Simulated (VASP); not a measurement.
Input for VASP

File POSCAR:
```
Cl
1
    3.7068119005     0.0000000000     0.0000000000
   -1.8534059503     3.2101939258     0.0000000000
    0.0000000000     0.0000000000     7.7175940837
Cl
4
Direct
  0.0000000000   0.0000000000   0.0000000000
  0.0000000000   0.0000000000   0.5000000000
  0.3333330000   0.6666670000   0.2500000000
  0.6666670000   0.3333330000   0.7500000000
```

**KPOINTS**
```
kpoints
0
gamma
  10 10 4
0 0 0
```

INCAR:
```
# general
SYSTEM  =  Cl
PREC    =  Accurate
ENCUT   =  480
LREAL   =  F
LASPH   =  T

# electronic loop
EDIFF   =  1E-7
NELM    =  100
ALGO    =  Normal

# smearing
ISMEAR  =  1
SIGMA   =  0.1

# functional
GGA     =  PS

# ions
IBRION  =  2
NSW     =  30
ISIF    =  2
EDIFFG  =  -0.01

# output
LWAVE   =  F
LCHARG  =  F
```

POTCAR, in this order: Cl (PBE.64 set). Program: vasp_std.

### Question
Translate this PBEsol calculation to Ansatz.

### Answer
One equivalent input (not run):
Ansatz 0.2 input:
```yaml
crystal:
  lattice:
    - [3.7068119, 0.0000000, 0.0000000]
    - [-1.8534060, 3.2101939, 0.0000000]
    - [0.0000000, 0.0000000, 7.7175941]
  atoms:
    - { symbol: Cl, position: [0.0000000, 0.0000000, 0.0000000] }
    - { symbol: Cl, position: [0.0000000, 0.0000000, 0.5000000] }
    - { symbol: Cl, position: [0.3333330, 0.6666670, 0.2500000] }
    - { symbol: Cl, position: [0.6666670, 0.3333330, 0.7500000] }
kpoints:
  mp_grid: { grid: [10, 10, 4] }
hamiltonian:
  xc: pbesol
  pseudopotentials: { kind: paw }
scf:
  occupations: { method: methfessel_paxton, width: 0.1 }
  max_iter: 100
relax:
  max_steps: 30
  f_tol: 0.01
output: { forces: true, stress: true, eigenvalues: true }
```
The two are equivalent in intent, not identical: each code has its own PAW files, so the cut-off isn't converted (ENCUT is set for VASP's; basis.ecutwfc is left out, and Ansatz then takes the one that its files recommend); Ansatz stops its SCF on the density residual and VASP on the energy change (EDIFF).

The structure was generated: Cl was put into the dhcp type (P6_3/mmc), which need not be its known phase. This cell was strained or had an atom moved on purpose.
